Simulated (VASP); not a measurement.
VASP runs on Si₃N₄ (space group P6_3/m) share one base input (PBE GGA, plane waves, VASP's PBE PAW potentials (set 64)) and change the settings named in each case.

POSCAR:
```
Si3N4
1
    7.5634750000     0.0000000000     0.0000000000
   -3.7817380000     6.5501620000     0.0000000000
    0.0000000000     0.0000000000     2.8895120000
Si N
6 8
Direct
  0.2310800000   0.8249500000   0.7500000000
  0.7689200000   0.1750500000   0.2500000000
  0.4061300000   0.2310800000   0.2500000000
  0.5938700000   0.7689200000   0.7500000000
  0.1750500000   0.4061300000   0.7500000000
  0.8249500000   0.5938700000   0.2500000000
  0.3333330000   0.6666670000   0.7500000000
  0.6666670000   0.3333330000   0.2500000000
  0.9691900000   0.6698500000   0.7500000000
  0.0308100000   0.3301500000   0.2500000000
  0.2993400000   0.9691900000   0.2500000000
  0.7006600000   0.0308100000   0.7500000000
  0.3301500000   0.2993400000   0.7500000000
  0.6698500000   0.7006600000   0.2500000000
```

### INCAR
```
SYSTEM = Si3N4
PREC = Accurate
ENCUT = 400
EDIFF = 1E-6
NELM = 100
ALGO = Normal
LREAL = Auto
LASPH = .TRUE.
ISMEAR = 0
SIGMA = 0.01
GGA = PE
LWAVE = .FALSE.
LCHARG = .FALSE.
ISIF = 2
```

KPOINTS:
```
Regular mesh
0
gamma
 5 5 11
```

POTCAR, in this order: Si N (PBE.64 set). Program: vasp_std.

| change | E(σ→0) (eV/atom) | pressure (GPa) | largest force (eV/Å) | −TS (eV) |
|---|---|---|---|---|
| base run | -8.1695 | 5.71 | 0.065 | 0.0000 |
| EDIFF = 1E-09, ENCUT = 560, KPOINTS 7×7×15 Γ-centred mesh | -8.1701 | 9.83 | 0.068 | 0.0000 |
| GGA removed, KPOINTS 4×4×4 Γ-centred mesh, POTCAR Si N (LDA.64 set) | -9.0346 | -2.65 | 0.060 | 0.0000 |
| ENCUT = 240, ISMEAR = -1, SIGMA = 0.272, KPOINTS 6×6×6 Γ-centred mesh shifted by (0.5, 0.5, 0.5) | -8.2018 | -42.76 | 0.133 | -0.0010 |
| EDIFF = 1E-03, ENCUT = 320, SIGMA = 0.272, KPOINTS 2×2×2 Γ-centred mesh shifted by (0.5, 0.5, 0.5) | -8.2792 | -9.44 | 0.435 | 0.0000 |
| ENCUT = 200, KPOINTS 8×8×8 Γ-centred mesh | -8.1246 | -76.57 | 0.310 | 0.0000 |
| ENCUT = 280, GGA removed, SIGMA = 0.136, KPOINTS 4×4×4 Γ-centred mesh, POTCAR Si N (LDA.64 set) | -8.9909 | -33.79 | 0.066 | 0.0000 |
 Energies of different potentials or functionals have different zeros.  At 400 eV the pressure can carry a Pulay error.

Left out are runs that ran out of time, are held back, or changed the cell or the kind of run, fixed moments of cells without a moment, rows past the twelfth, gaps on odd meshes, pressures of charged cells and columns that move by less than the noise.

The structure comes from a computed database's Si3N4 entry; how it stands against other phases isn't given here. The cell was not relaxed at this level, forces remain on its atoms, its lattice was scaled by up to 2.5 %.
